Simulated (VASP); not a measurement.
Calculation: PBE GGA with D3 dispersion (Becke-Johnson damping), VASP's PBE PAW potentials (set 64) (plane waves; VASP 6.6.1).

The input files of a VASP run:

INCAR:
```
LREAL  =  .False.   # projection in real space or not
PREC  =  Accurate
NELM  =  100   # most electronic steps
ISIF  =  2   # forces and stress, cell fixed
SIGMA  =  0.05
ISMEAR  =  0   # Gaussian
ALGO  =  Normal   # blocked Davidson
GGA  =  PE   # PBE
ENCUT  =  520
IVDW  =  12   # D3, Becke-Johnson
EDIFF  =  1E-7
LASPH  =  .True.
SYSTEM  =  CsPbCl3
LWAVE  =  .False.
LCHARG  =  .False.
LMAXMIX  =  4
```

### POSCAR
```
CsPbCl3
1
    5.7208868536     0.0000000000     0.0000000000
    0.0000000000     5.7208868536     0.0000000000
    0.0000000000     0.0000000000     5.7208868536
Cs Pb Cl
1 1 3
Direct
  0.0000000000   0.0000000000   0.0000000000
  0.5000000000   0.5000000000   0.5000000000
  0.5000000000   0.0000000000   0.5000000000
  0.0000000000   0.5000000000   0.5000000000
  0.5000000000   0.5000000000   0.0000000000
```

**KPOINTS**
```
Automatic mesh
0
Gamma
4 4 4
0 0 0
```

POTCAR, in this order: Cs_sv Pb_d Cl (PBE.64 set). Program: vasp_std.

What VASP printed:

### OUTCAR
```
 ion  position               nearest neighbor table
   1  0.000  0.000  0.000-
   2  0.500  0.500  0.500-   3 2.86   4 2.86   5 2.86   5 2.86   3 2.86   4 2.86
   3  0.500  0.000  0.500-   2 2.86   2 2.86
   4  0.000  0.500  0.500-   2 2.86   2 2.86
   5  0.500  0.500  0.000-   2 2.86   2 2.86
  LATTYP: Found a simple cubic cell.
 ALAT       =     5.7208868536
 Subroutine PRICEL returns:
 Original cell was already a primitive cell.
 Subroutine GETGRP returns: Found 48 space group operations
The static configuration has the point symmetry O_h .
The dynamic configuration has the point symmetry O_h .
 Subroutine INISYM returns: Found 48 space group operations
 Subroutine IBZKPT returns following result:
 Found     10 irreducible k-points:

 Following reciprocal coordinates:
            Coordinates               Weight
  0.000000  0.000000  0.000000      1.000000
  0.250000  0.000000  0.000000      6.000000
  0.500000  0.000000  0.000000      3.000000
  0.250000  0.250000  0.000000     12.000000
  0.500000  0.250000  0.000000     12.000000
  0.500000  0.500000  0.000000      3.000000
...
```

**OSZICAR**
```
       N       E                     dE             d eps       ncg     rms          rms(c)
DAV:   1     0.423529963032E+03    0.42353E+03   -0.19291E+04   520   0.153E+03
DAV:   2     0.314178229706E+02   -0.39211E+03   -0.38368E+03   670   0.350E+02
DAV:   3    -0.166016794898E+02   -0.48020E+02   -0.47471E+02   622   0.131E+02
DAV:   4    -0.184708372021E+02   -0.18692E+01   -0.18643E+01   726   0.346E+01
DAV:   5    -0.185189967556E+02   -0.48160E-01   -0.48134E-01   650   0.455E+00    0.495E+00
DAV:   6    -0.175823933406E+02    0.93660E+00   -0.19715E+00   702   0.148E+01    0.332E+00
DAV:   7    -0.175348985185E+02    0.47495E-01   -0.72439E-01   784   0.496E+00    0.187E+00
DAV:   8    -0.175495607870E+02   -0.14662E-01   -0.91709E-02   722   0.254E+00    0.291E-01
DAV:   9    -0.175473733688E+02    0.21874E-02   -0.24690E-02   762   0.119E+00    0.141E-01
DAV:  10    -0.175480465051E+02   -0.67314E-03   -0.23648E-03   596   0.311E-01    0.459E-02
DAV:  11    -0.175481376679E+02   -0.91163E-04   -0.19796E-04   690   0.116E-01    0.137E-02
DAV:  12    -0.175481407122E+02   -0.30442E-05   -0.31920E-05   676   0.673E-02    0.889E-03
DAV:  13    -0.175481398505E+02    0.86172E-06   -0.37491E-06   652   0.114E-02    0.210E-03
DAV:  14    -0.175481398475E+02    0.29145E-08   -0.68138E-07   636   0.780E-03
   1 F= -.18491779E+02 E0= -.18491779E+02  d E =-.235567E-16
```

File OUTCAR:
```
------------------------ aborting loop because EDIFF is reached ----------------------------------------
 Edisp (eV)   -0.94364
  FORCE on cell =-STRESS in cart. coord.  units (eV):
  Direction    XX          YY          ZZ          XY          YZ          ZX
  --------------------------------------------------------------------------------------
  Total      -0.70301    -0.70301    -0.70301    -0.00000    -0.00000     0.00000
  in kB      -6.01568    -6.01568    -6.01568    -0.00000    -0.00000     0.00000
  external pressure =       -6.02 kB  Pullay stress =        0.00 kB
  volume of cell :      187.24
      direct lattice vectors                 reciprocal lattice vectors
     5.720886854  0.000000000  0.000000000     0.174798073  0.000000000  0.000000000
     0.000000000  5.720886854  0.000000000     0.000000000  0.174798073  0.000000000
     0.000000000  0.000000000  5.720886854     0.000000000  0.000000000  0.174798073
 POSITION                                       TOTAL-FORCE (eV/Angst)
 -----------------------------------------------------------------------------------
      0.00000      0.00000      0.00000         0.000000      0.000000      0.000000
      2.86044      2.86044      2.86044         0.000000      0.000000      0.000000
      2.86044      0.00000      2.86044         0.000000      0.000000      0.000000
      0.00000      2.86044      2.86044         0.000000      0.000000      0.000000
      2.86044      2.86044      0.00000         0.000000      0.000000      0.000000
 -----------------------------------------------------------------------------------
    total drift:                                0.000000     -0.000000     -0.000000
  FREE ENERGIE OF THE ION-ELECTRON SYSTEM (eV)
  ---------------------------------------------------
  free  energy   TOTEN  =       -18.4917794842 eV

  energy  without entropy=      -18.4917794842  energy(sigma->0) =      -18.49177948
```
(Selected blocks of OUTCAR.)

File OUTCAR:
```
 val. band max:        1.0472318491   @ k =   0.5000   0.5000   0.5000

 cond. band min:       3.2326697671   @ k =   0.5000   0.5000   0.5000


 Fermi energy:         1.3236379785

 k-point     1 :       0.0000    0.0000    0.0000
  band No.  band energies     occupation
      1     -20.0191      2.00000
      2     -15.4971      2.00000
      3     -15.4971      2.00000
      4     -15.3317      2.00000
      5     -15.3317      2.00000
      6     -15.3317      2.00000
      7     -13.5512      2.00000
      8     -12.8523      2.00000
      9     -12.8523      2.00000
     10      -6.8064      2.00000
     11      -6.8064      2.00000
     12      -6.8064      2.00000
     13      -5.4321      2.00000
     14      -3.0373      2.00000
     15      -3.0373      2.00000
     16      -3.0373      2.00000
     17      -1.1242      2.00000
     18      -1.1242      2.00000
     19      -1.1242      2.00000
     20      -1.0441      2.00000
     21      -1.0441      2.00000
     22      -1.0441      2.00000
     23       4.6852      0.00000
     24       5.7494      0.00000
     25       5.7494      0.00000
     26       6.6384      0.00000

 k-point     2 :       0.2500    0.0000    0.0000
  band No.  band energies     occupation
      1     -20.0184      2.00000
      2     -15.4971      2.00000
      3     -15.4607      2.00000
      4     -15.3323      2.00000
      5     -15.3323      2.00000
      6     -15.3317      2.00000
      7     -13.4861      2.00000
      8     -12.9800      2.00000
      9     -12.8514      2.00000
     10      -6.8031      2.00000
     11      -6.7990      2.00000
     12      -6.7990      2.00000
     13      -5.9075      2.00000
     14      -3.0009      2.00000
     15      -3.0009      2.00000
     16      -2.1224      2.00000
     17      -1.1742      2.00000
     18      -1.1706      2.00000
     19      -1.1706      2.00000
     20      -1.0892      2.00000
     21      -1.0892      2.00000
     22      -0.9918      2.00000
...
```

Unless said otherwise, spin-orbit coupling is left out, though it shifts the bands of the heavy elements here.

The compound is CsPbCl3 in the cubic perovskite structure, the ideal cubic form; the compound distorts at low or room temperature. This cell is one point of a volume scan, at 1.03 of the reference volume.
